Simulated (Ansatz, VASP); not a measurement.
# Te2Mo in two plane-wave programs

Aim: how closely do two programs agree when they are given the same cell, functional and k mesh? The cell is taken from a series of runs on this material, whose earlier steps may have relaxed, scaled, displaced or heated it; both programs get it as it stands.

Calculated with Ansatz 0.2.0; plane waves, with VASP 6.6.1 beside it; single point at HSE06.

**1. Set-up**

The structure is hexagonal, space group P6_3/mmc (No. 194). Conventional cell: a = 3.536 Å, b = 3.536 Å, c = 13.974 Å, α = 90.00°, β = 90.00°, γ = 120.00°. Nearest to Te lie 3 Mo at 2.73 Å. Nearest to Mo lie 6 Te at 2.73 Å. Farther neighbours and most contacts between anions are not listed.

**2. Ansatz: single point, HSE06**

Ansatz runs on its PAW soft_1 files.

A single point gives forces, pressure and levels at one fixed geometry, so differences don't come from the geometry; what else differs is listed under the comparison.

input.yaml reads:

```yaml
crystal:
  lattice:
    - [3.535791, 0.0, 0.0]
    - [-1.7678955, 3.0620848285, 0.0]
    - [0.0, 0.0, 13.9736]
  atoms:
    - { symbol: Te, position: [0.3333333333, 0.6666666667, 0.6205408392] }
    - { symbol: Te, position: [0.6666666667, 0.3333333333, 0.1205408392] }
    - { symbol: Te, position: [0.3333333333, 0.6666666667, 0.8794591608] }
    - { symbol: Te, position: [0.6666666667, 0.3333333333, 0.3794591608] }
    - { symbol: Mo, position: [0.3333333333, 0.6666666667, 0.25] }
    - { symbol: Mo, position: [0.6666666667, 0.3333333333, 0.75] }
kpoints:
  mp_grid: { grid: [6, 6, 2] }
  band_path:
    path:
      - [0.0, 0.0, 0.0]
      - [0.5, 0.0, 0.0]
      - [0.33333333, 0.33333333, 0.0]
      - [0.0, 0.0, 0.5]
      - [0.5, 0.0, 0.5]
      - [0.33333333, 0.33333333, 0.5]
      - [0.199999998, 0.199999998, 0.0]
    npoints: 1
hamiltonian:
  xc: hse06
  pseudopotentials: { kind: paw, azcp: { folder: soft_1 } }
scf:
  occupations: { method: fixed }
  n_extra_bands: 6
output:
  eigenvalues: true
```

The run is started by

```
ansatz run input.yaml --threads 4 --pin off --max-ram 138240MiB --backend cuda --events-out ev --progress --plain --runs-dir out --devices 1 --max-vram 26GiB
```

Numbers of over 12 decimals in the logs are rounded to 6 here.

The log of the run:

```text
scf.n_extra_bands = 6 over 46 filled bands (N_el = 92.0): the run solves 52 bands
GPUs: using 1 of 1 available (devices: 1).
Engine: ansatz 0.2.0, x86_64-unknown-linux-gnu
Pseudopotentials: kind: paw
Pseudopotential: Te, paw, valence charge 16, recommended cutoff 420 eV (normal), soft_1/Te.paw.azcp
Pseudopotential: Mo, paw, valence charge 14, recommended cutoff 420 eV (normal), soft_1/Mo.paw.azcp
Functional definition: HSE06
  parameter a = 0.25
  parameter omega = 0.11/bohr
  exchange = pbe_x - a*pbe_x_sr(omega) + a*exact_x_sr(omega)
  correlation = pbe_c
davidson cushion auto → on  (no smearing: the cushion is to keep the highest requested band from converging to the state above it; pin scf.eigensolver.cushion to override)
device memory: the entry about to start is reckoned to put 3.2 GiB on a device that reports 43.3 GiB free (of which the cap on the GPU budget leaves the run 26.0 GiB)
GPU FFT provider: cuFFT
GPU libraries: cuBLAS 13.8.2, cuFFT 12.4.0, cuSOLVER 12.3.4
Crystal: 6 atoms, lattice volume = 151.291 Å³
Basis set: ecut = 420 eV, 2909 PW (Γ)
Bands: 52, of which v1, the nominal top of the filled ones, is band 46 counted from 1 (45 counted from 0)
Symmetry: 24 space group operations
Space group: P63/mmc (ITA 194), of the structure as read, at distance tolerance 5.3e-5 Å
k-points: 14 of 72
Non-local potential: Te, projectors of the file, l = 0: 2, l = 1: 2, l = 2: 2, l = 3: 1
Non-local potential: Mo, projectors of the file, l = 0: 3, l = 1: 2, l = 2: 2, l = 3: 1
PAW form: soft (Blöchl's): semilocal exchange-correlation on the pseudo side does not see the compensation charge
PAW frozen core: Te, regenerated for the run's functional, and the local potential with it (the file was generated under x = pbe(κ = 0.804, μ = 0.219515), c = pbe(β = 0.066725))
PAW frozen core: Mo, regenerated for the run's functional, and the local potential with it (the file was generated under x = pbe(κ = 0.804, μ = 0.219515), c = pbe(β = 0.066725))
PAW one-centre angular grid: Te, 590 points (default); XC on 64 Gauss nodes
PAW one-centre angular grid: Mo, 590 points (default); XC on 64 Gauss nodes
Initial density: superposition of atomic densities (chi_scale 0.1, normalization cell, long waves kept (reshape's long-wave potential 0.01 eV rms))
Initial wavefunctions: pseudopotential atomic-orbital guess
GPU buffer pool allocated for 55296 grid points (all kernels)
GPU transforms: local potential and band sums: pruned to the plane-wave sphere, on 24×24×96
Functional: x = pbe(κ = 0.804, μ = 0.219515), c = pbe(β = 0.066725), warm-up for x = pbe(κ = 0.804, μ = 0.219515) + 0.25 (exact − pbe) at short range (hse, ω = 0.207870 Å⁻¹), c = pbe(β = 0.066725); HSE06 as pw.x's `hse` composes it (authors' and Libxc's form: `xc: wpbeh`)
SCF iter   1: F=—  HF=-37835.189906 eV  |F-HF|=—  |Δ(HF+E_count)|=         —  Δρ=5.51e-2  dr2=6.79e0  ethr=1.00e-1  ⟨swp⟩=4.1  Hψ=2006  notcnv=0
preconditioner: auto → none  [insulator: Δε(μ)=0.724 eV  Ē_g=6.842 eV  n_scr=52 (ndim 8)  ℏωp=18.1 eV  f_vac=0.007]
SCF iter   2: F=—  HF=-37837.583175 eV  |F-HF|=—  |Δ(HF+E_count)|=    2.39e0  Δρ=8.38e-2  dr2=3.55e1  ethr=7.39e-3  ⟨swp⟩=3.9  Hψ=2030  notcnv=0
SCF iter   3: F=—  HF=-37834.648607 eV  |F-HF|=—  |Δ(HF+E_count)|=    2.93e0  Δρ=3.45e-2  dr2=6.75e0  ethr=7.39e-3  ⟨swp⟩=3.9  Hψ=1885  notcnv=0
iter 4 solved again at ethr=5.60e-4 eV; its pass at ethr=7.33e-3 eV (dr2=5.15e-1 eV) is discarded
SCF iter   4: F=—  HF=-37833.926035 eV  |F-HF|=—  |Δ(HF+E_count)|=   7.23e-1  Δρ=1.28e-2  dr2=5.03e-1  ethr=5.60e-4  ⟨swp⟩=2.9  Hψ=3257  notcnv=0
SCF iter   5: F=—  HF=-37833.873596 eV  |F-HF|=—  |Δ(HF+E_count)|=   5.24e-2  Δρ=2.05e-3  dr2=7.78e-3  ethr=5.46e-4  ⟨swp⟩=3.0  Hψ=1725  notcnv=0
SCF iter   6: F=—  HF=-37833.872849 eV  |F-HF|=—  |Δ(HF+E_count)|=   7.47e-4  Δρ=3.99e-4  dr2=9.51e-5  ethr=8.45e-6  ⟨swp⟩=3.5  Hψ=1965  notcnv=0
SCF iter   7: F=—  HF=-37833.872885 eV  |F-HF|=—  |Δ(HF+E_count)|=   3.65e-5  Δρ=1.76e-4  dr2=8.01e-5  ethr=1.03e-7  ⟨swp⟩=4.0  Hψ=2370  notcnv=0
SCF iter   8: F=-37833.872875 eV  HF=-37833.872876 eV  |F-HF|=1.30e-6  |Δ(HF+E_count)|=   9.30e-6  Δρ=2.83e-5  dr2=1.44e-6  ethr=8.71e-8  ⟨swp⟩=3.0  Hψ=1721  notcnv=0
SCF 1 stopped early in 8 iterations: F = -37833.872875 eV  dr2 = 1.44e-6
  greatest PAW one-centre occupation: 0.999 electrons in one spin orbital (limit 2), on the Mo atom at site 5 (counted from 0), in its partial waves of l = 0
device memory: the entry about to start is reckoned to put 3.8 GiB (of the 3.9 GiB reckoned in all, the device holds 0.1 GiB already) on a device that reports 43.2 GiB free (of which the cap on the GPU budget leaves the run 26.0 GiB)
GPU FFT provider: cuFFT
GPU libraries: cuBLAS 13.8.2, cuFFT 12.4.0, cuSOLVER 12.3.4
Initial density: handed on by an earlier stage of this run
Initial wavefunctions: those handed on with the density
GPU buffer pool allocated for 55296 grid points (all kernels)
GPU transforms: local potential and band sums: pruned to the plane-wave sphere, on 24×24×96
Functional: x = pbe(κ = 0.804, μ = 0.219515) + 0.25 (exact − pbe) at short range (hse, ω = 0.207870 Å⁻¹), c = pbe(β = 0.066725); HSE06 as pw.x's `hse` composes it (authors' and Libxc's form: `xc: wpbeh`)
Exchange kernel: α = 0.2500, screened, ω = 0.2079 Å⁻¹, Wigner–Seitz truncation, v(0) = 1046.1470 eV·Å³, q-mesh 6×6×2, nearest image of the exchange supercell L = 21.21 Å, pair-density grid 15×15×60, without the augmentation charges, whose exchange is taken in its separable form by FFT convolution over the k-point mesh (sized by the pseudopotential files, 24×24×96 at the most), smooth part of the exact exchange by density-matrix convolution in up to 4.84 GiB of GPU memory as planned if the GPU has room (build and FFT work areas not counted)
Frozen-core exchange: fock
SCF iter   1: F=—  HF=-37855.567182 eV  |F-HF|=—  |Δ(HF+E_count)|=         —  Δρ=1.02e-2  dr2=3.54e-1  ethr=1.57e-8  ⟨swp⟩=8.9  Hψ=4582  notcnv=0
preconditioner: auto → none  [insulator: Δε(μ)=1.157 eV  Ē_g=7.495 eV  n_scr=52 (ndim 8)  ℏωp=18.1 eV  f_vac=0.017]
[...]
SCF iter   3: F=—  HF=-37855.529022 eV  |F-HF|=—  |Δ(HF+E_count)|=   1.86e-2  Δρ=1.60e-3  dr2=5.86e-3  ethr=1.57e-8  ⟨swp⟩=6.2  Hψ=3480  notcnv=0
SCF iter   4: F=—  HF=-37855.527881 eV  |F-HF|=—  |Δ(HF+E_count)|=   1.14e-3  Δρ=1.27e-4  dr2=1.24e-4  ethr=1.57e-8  ⟨swp⟩=5.9  Hψ=3203  notcnv=0
SCF iter   5: F=—  HF=-37855.528676 eV  |F-HF|=—  |Δ(HF+E_count)|=   7.95e-4  Δρ=1.52e-4  dr2=7.38e-5  ethr=1.57e-8  ⟨swp⟩=4.8  Hψ=2469  notcnv=0
SCF iter   6: F=-37855.528648 eV  HF=-37855.528660 eV  |F-HF|=1.20e-5  |Δ(HF+E_count)|=   1.59e-5  Δρ=5.80e-5  dr2=1.57e-5  ethr=1.57e-8  ⟨swp⟩=3.6  Hψ=2050  notcnv=0
SCF 2 stopped early in 6 iterations: F = -37855.528648 eV  dr2 = 1.57e-5
hybrid outer 1: dexx = +2.193e-2 eV, tail = 1.48e-4 eV
GPU FFT provider: cuFFT
GPU libraries: cuBLAS 13.8.2, cuFFT 12.4.0, cuSOLVER 12.3.4
GPU buffer pool allocated for 55296 grid points (all kernels)
GPU transforms: local potential and band sums: pruned to the plane-wave sphere, on 24×24×96
Exchange kernel: α = 0.2500, screened, ω = 0.2079 Å⁻¹, Wigner–Seitz truncation, v(0) = 1046.1470 eV·Å³, q-mesh 6×6×2, nearest image of the exchange supercell L = 21.21 Å, pair-density grid 15×15×60, without the augmentation charges, whose exchange is taken in its separable form by FFT convolution over the k-point mesh (sized by the pseudopotential files, 24×24×96 at the most), smooth part of the exact exchange by density-matrix convolution in up to 4.84 GiB of GPU memory as planned if the GPU has room (build and FFT work areas not counted)
Frozen-core exchange: fock
SCF iter   1: F=—  HF=-37855.528277 eV  |F-HF|=—  |Δ(HF+E_count)|=         —  Δρ=5.92e-5  dr2=7.18e-6  ethr=8.05e-7  ⟨swp⟩=2.6  Hψ=1627  notcnv=0
preconditioner: auto → none  [insulator: Δε(μ)=1.210 eV  Ē_g=7.407 eV  n_scr=52 (ndim 8)  ℏωp=18.1 eV  f_vac=0.020]
SCF iter   2: F=—  HF=-37855.528284 eV  |F-HF|=—  |Δ(HF+E_count)|=   6.84e-6  Δρ=7.41e-5  dr2=1.91e-5  ethr=6.80e-9  ⟨swp⟩=4.1  Hψ=2315  notcnv=0
SCF iter   3: F=—  HF=-37855.528281 eV  |F-HF|=—  |Δ(HF+E_count)|=   2.82e-6  Δρ=2.44e-5  dr2=2.52e-6  ethr=6.80e-9  ⟨swp⟩=3.0  Hψ=1772  notcnv=0
iter 4 solved again at ethr=1.80e-10 eV; its pass at ethr=2.36e-9 eV (dr2=1.65e-7 eV) is discarded
SCF iter   4: F=—  HF=-37855.528281 eV  |F-HF|=—  |Δ(HF+E_count)|=   2.67e-7  Δρ=7.02e-6  dr2=2.16e-7  ethr=1.80e-10  ⟨swp⟩=2.4  Hψ=3382  notcnv=0
SCF iter   5: F=-37855.528281 eV  HF=-37855.528281 eV  |F-HF|=5.83e-9  |Δ(HF+E_count)|=   2.78e-8  Δρ=1.27e-6  dr2=4.43e-8  ethr=1.80e-10  ⟨swp⟩=3.0  Hψ=1701  notcnv=0
SCF 3 converged in 5 iterations: F = -37855.528281 eV  dr2 = 4.43e-8
hybrid outer 2: dexx = +5.147e-6 eV, tail = 1.66e-7 eV, Δε = 1.30e-3 eV (about 6.07e-5 eV left of the loop's levels)
device memory: the entry about to start is reckoned to put 1.0 GiB on a device that reports 43.2 GiB free (of which the cap on the GPU budget leaves the run 26.0 GiB)
NSCF: frozen V_eff on 7 k-points
hybrid SCF converged: 2 outer / 11 inner (+8 warm-up), last move |dexx| = 5.15e-6 eV, tail = 1.66e-7 eV
Stability not checked: this state was not tested for a lower state beside it, because the functional holds exact exchange (a hybrid, or Hartree-Fock), whose exchange loop this test does not read (fock_operator; see scf.lower_state_search)
Free energy (F): -37855.528282 eV
Frozen-core exchange: fock
Harris-Foulkes:  -37855.528282 eV  (|F-HF|=5.83e-9)
Internal energy: -37855.528282 eV  (E = F + TS)
E sigma→0 (E₀):  -37855.528282 eV
Fermi energy:    11.994901 eV
--- Per-component energies (eV) ---
  E_band       = -1356.053152
  E_kinetic    = 1530.742901
  E_local      = -8812.950033  (includes V_loc(G=0)·N_el)
  E_nonlocal   = 553.812579
  E_hartree    = 4157.475669
  E_xc         = -676.854765
  E_vxc        = -677.011288  (∫ρ·V_xc dr)
  E_exx        = -264.543251  (= α·E_x^exact, valence–valence)
  E_paw        = -25032.914857  (= ΣΔE_a)
  E_vpaw       = -1736.508376  (= ΣTr[D̂ρ^β])
  E_aug_tail   = 0.000464  (compensation charges beyond the density's cutoff)
  E_ewald      = -9308.695696
  E_core_change = -1.601293  (= ΣΔE_core)
  E_smearing   = -0.000000  (= −TS)
  E_closure    = -0.000000  (closes the sum)
  Σ components = -37855.528282   (vs F -37855.528282, Δ=0.00e0)
--- Band table (eV; the first three rows and the last of 14) ---
  k-point 0: bands = [... 42 lower, 10.8334, 10.8346, 11.5680, 11.9949, 15.3979, 15.3979, 15.5461, 15.5461, ... 2 higher]
  k-point 1: bands = [... 42 lower, 10.8112, 10.8112, 11.8880, 11.8880, 15.4376, 15.4376, 15.4376, 15.4376, ... 2 higher]
  k-point 2: bands = [... 42 lower, 10.5745, 10.8913, 11.4809, 11.5822, 14.2682, 14.5576, 14.5843, 14.8354, ... 2 higher]
  k-point 13: bands = [... 42 lower, 9.6901, 9.6901, 11.7821, 11.7821, 13.3620, 13.3620, 14.0872, 14.0872, ... 2 higher]
```

**3. VASP: single point, HSE06**

The same cell, functional and mesh now go to VASP, with its own data sets.

Lines of VASP's logs that name or quote its potential files are left out, and so is its time.

The run reads the wave functions of an earlier VASP run, which isn't shown here.

INCAR reads:

```
SYSTEM = Te2Mo
PREC = Accurate
ENCUT = 400
EDIFF = 1E-06
NELM = 100
ISMEAR = 0
SIGMA = 0.01
LREAL = .FALSE.
ALGO = Normal
LHFCALC = .TRUE.
AEXX = 0.25
GGA = PE
HFSCREEN = 0.208
LASPH = .TRUE.
NBANDS = 32
PRECFOCK = Fast
LORBIT = 11
LWAVE = .FALSE.
LCHARG = .FALSE.
KPAR = 8
NCORE = 2
ISIF = 2
```

POSCAR reads:

```
Te2Mo
1.0
    3.5357910000      0.0000000000      0.0000000000
   -1.7678955000      3.0620848285      0.0000000000
    0.0000000000      0.0000000000     13.9736000000
Te Mo
4 2
Direct
    0.3333333333      0.6666666667      0.6205408392
    0.6666666667      0.3333333333      0.1205408392
    0.3333333333      0.6666666667      0.8794591608
    0.6666666667      0.3333333333      0.3794591608
    0.3333333333      0.6666666667      0.2500000000
    0.6666666667      0.3333333333      0.7500000000
```

KPOINTS reads:

```
Automatic mesh
0
Gamma
6 6 2
0 0 0
```

Potentials, in the order of the species: Te and Mo_sv (PBE family, release 64).

The run is started by

```
mpirun -np 16 vasp_std
```

The log of the run:

```text
[banner, memory and clock lines left out]
running   16 mpi-ranks, on    1 nodes
 distrk:  each k-point on    2 cores,    8 groups
 distr:  one band on    2 cores,    1 groups

 POSCAR found type information on POSCAR TeMo
 POSCAR found :  2 types and       6 ions
 LDA part: xc-table for (Slater+PW92), standard interpolation
 found WAVECAR, reading the header
 POSCAR, INCAR and KPOINTS ok, starting setup
 FFT: planning ... GRIDC
 FFT: planning ... GRID_SOFT
 FFT: planning ... GRID
 reading WAVECAR
 the WAVECAR file was read successfully
 initial charge from wavefunction
 entering main loop
       N       E                     dE             d eps       ncg     rms          rms(c)
DAV:   1    -0.436131109786E+02   -0.43613E+02   -0.44317E+00   896   0.108E+01    0.228E+01
DAV:   2    -0.435772617066E+02    0.35849E-01   -0.27680E-01   896   0.358E+00    0.152E+01
DAV:   3    -0.435835341038E+02   -0.62724E-02   -0.27261E-02   984   0.796E-01    0.896E+00
DAV:   4    -0.435806814297E+02    0.28527E-02   -0.17709E-02   944   0.617E-01    0.530E+00
DAV:   5    -0.435809566066E+02   -0.27518E-03   -0.27087E-03   936   0.292E-01    0.339E+00
DAV:   6    -0.435809654388E+02   -0.88322E-05   -0.11647E-03   944   0.165E-01    0.211E+00
DAV:   7    -0.435809490348E+02    0.16404E-04   -0.14996E-04   928   0.859E-02    0.124E+00
DAV:   8    -0.435809656727E+02   -0.16638E-04   -0.61784E-05  1016   0.340E-02    0.747E-01
DAV:   9    -0.435809667230E+02   -0.10503E-05   -0.18072E-05  1000   0.246E-02    0.458E-01
DAV:  10    -0.435809708970E+02   -0.41741E-05   -0.25934E-06   800   0.770E-03    0.270E-01
DAV:  11    -0.435809725351E+02   -0.16381E-05   -0.17846E-06   664   0.833E-03    0.161E-01
DAV:  12    -0.435809737719E+02   -0.12368E-05   -0.25816E-07   544   0.306E-03    0.965E-02
DAV:  13    -0.435809745051E+02   -0.73320E-06   -0.12432E-07   536   0.200E-03
   1 F= -.43580975E+02 E0= -.43580975E+02  d E =-.949480E-39
```

(Continued in part 2 of 2.)

[Lines on the potential files, build, host, timing and source positions are cut from VASP's logs without a mark.]

[Logs are printed without paths, hosts, clocks, repeated set-up lines and the standing remarks that a program may print on its own settings, such as how far it seeks lower states.]

[Hosts, paths, dates, database ids (printed as entryN), source tags and the programs' standing remarks are cut or masked in the printed files.]
